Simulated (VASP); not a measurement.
OSZICAR of a VASP run on Si (diamond):

### OSZICAR
```
       N       E                     dE             d eps       ncg     rms          rms(c)
DAV:   1     0.691413113500E+01    0.69141E+01   -0.31741E+03   464   0.760E+02
DAV:   2    -0.103033630012E+02   -0.17217E+02   -0.16087E+02   728   0.814E+01
DAV:   3    -0.105656277663E+02   -0.26226E+00   -0.26226E+00   592   0.121E+01
DAV:   4    -0.105669463012E+02   -0.13185E-02   -0.13185E-02   728   0.887E-01
DAV:   5    -0.105669528389E+02   -0.65377E-05   -0.65377E-05   616   0.342E-02    0.557E+00
DAV:   6    -0.104607900360E+02    0.10616E+00   -0.68621E-02   584   0.142E+00    0.341E+00
DAV:   7    -0.104138760097E+02    0.46914E-01   -0.13400E-01   600   0.218E+00    0.165E-01
DAV:   8    -0.104155404850E+02   -0.16645E-02   -0.39709E-03   552   0.480E-01    0.893E-02
DAV:   9    -0.104160532464E+02   -0.51276E-03   -0.69537E-04   560   0.192E-01    0.549E-02
DAV:  10    -0.104160915214E+02   -0.38275E-04   -0.42780E-05   640   0.525E-02    0.856E-03
DAV:  11    -0.104160962636E+02   -0.47422E-05   -0.82767E-06   568   0.218E-02    0.537E-03
DAV:  12    -0.104160964660E+02   -0.20235E-06   -0.71239E-07   560   0.740E-03
   1 F= -.10416096E+02 E0= -.10416096E+02  d E =-.104161E+02
       N       E                     dE             d eps       ncg     rms          rms(c)
DAV:   1    -0.104379727674E+02   -0.21877E-01   -0.61062E-01   560   0.442E+00    0.780E-01
DAV:   2    -0.104282139638E+02    0.97588E-02   -0.79101E-03   576   0.632E-01    0.477E-01
DAV:   3    -0.104229333886E+02    0.52806E-02   -0.10493E-02   552   0.531E-01    0.176E-01
DAV:   4    -0.104229466776E+02   -0.13289E-04   -0.10491E-04   592   0.924E-02    0.158E-01
DAV:   5    -0.104229523075E+02   -0.56299E-05   -0.73203E-05   520   0.606E-02    0.410E-02
DAV:   6    -0.104229529343E+02   -0.62677E-06   -0.61759E-07   592   0.713E-03
   2 F= -.10422953E+02 E0= -.10422953E+02  d E =-.685647E-02
       N       E                     dE             d eps       ncg     rms          rms(c)
DAV:   1    -0.104304369934E+02   -0.74847E-02   -0.10106E-01   560   0.182E+00    0.327E-01
DAV:   2    -0.104288579393E+02    0.15791E-02   -0.12618E-03   568   0.252E-01    0.195E-01
DAV:   3    -0.104280224308E+02    0.83551E-03   -0.16979E-03   552   0.215E-01    0.739E-02
DAV:   4    -0.104280253371E+02   -0.29063E-05   -0.16750E-05   592   0.373E-02    0.684E-02
DAV:   5    -0.104280326738E+02   -0.73367E-05   -0.11458E-05   496   0.245E-02    0.233E-02
DAV:   6    -0.104280326710E+02    0.27966E-08   -0.93821E-08   376   0.300E-03
   3 F= -.10428033E+02 E0= -.10428033E+02  d E =-.119362E-01
```

**Question.** Which electronic solver shows in the log?

**Answer.** It is blocked Davidson (ALGO = Normal, or the opening steps of other solvers). The INCAR had ALGO = Normal.

**Question.** Can the final energy be trusted as converged?

**Answer.** The calculation finished and met its thresholds. It stopped with EDIFF = 1E-6, NELM = 100, NSW = 60 and EDIFFG = -0.01 after 3 ionic steps (revPBE GGA, plane waves, VASP's PBE PAW potentials (set 64)). Energy and stress use the plane-wave basis of the starting cell.

The compound is Si in the diamond structure. This run relaxes it. Symmetry was kept, so distortions that lower it aren't found.
